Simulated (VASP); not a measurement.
Data:

```
HgS
1.0
    0.00000     3.00027     3.00027
    3.00027     0.00000     3.00027
    3.00027     3.00027     0.00000
Hg S
1 1
Cartesian
  0.00000   0.00000   0.00000
  1.50014   1.50014   1.50014
```

Level of theory: PBE GGA, VASP's PBE PAW potentials (set 64) (plane waves; VASP). Settings: 520 eV cut-off, Gaussian smearing of 0.050 eV, potentials Hg S.

### Question
Give the energies of bands 2 to 11 at the high-symmetry points, in eV from the Fermi level.

### Answer

```json
[
 {"band": "2", "Γ": "-6.65", "X": "-6.49", "U": "-6.41", "L": "-6.48", "W": "-6.35"},
 {"band": "3", "Γ": "-6.65", "X": "-6.12", "U": "-6.22", "L": "-6.48", "W": "-6.24"},
 {"band": "4", "Γ": "-6.65", "X": "-6.12", "U": "-6.05", "L": "-5.83", "W": "-5.96"},
 {"band": "5", "Γ": "-5.89", "X": "-5.76", "U": "-5.83", "L": "-5.83", "W": "-5.94"},
 {"band": "6", "Γ": "-5.89", "X": "-5.52", "U": "-5.34", "L": "-5.55", "W": "-5.26"},
 {"band": "7", "Γ": "-0.55", "X": "-4.53", "U": "-4.71", "L": "-5.00", "W": "-4.75"},
 {"band": "8", "Γ": "0.00", "X": "-2.03", "U": "-2.52", "L": "-0.84", "W": "-2.42"},
 {"band": "9", "Γ": "0.00", "X": "-2.03", "U": "-1.64", "L": "-0.84", "W": "-2.07"},
 {"band": "10", "Γ": "0.00", "X": "3.11", "U": "3.21", "L": "1.57", "W": "3.60"},
 {"band": "11", "Γ": "6.13", "X": "3.58", "U": "4.77", "L": "6.78", "W": "5.38"}
]
```

It has no gap at this level: it comes out as a metal or semimetal.

The compound is HgS in the zinc blende structure, metacinnabar; cinnabar is the stable form. It was relaxed first, which changed the volume by +8 %.
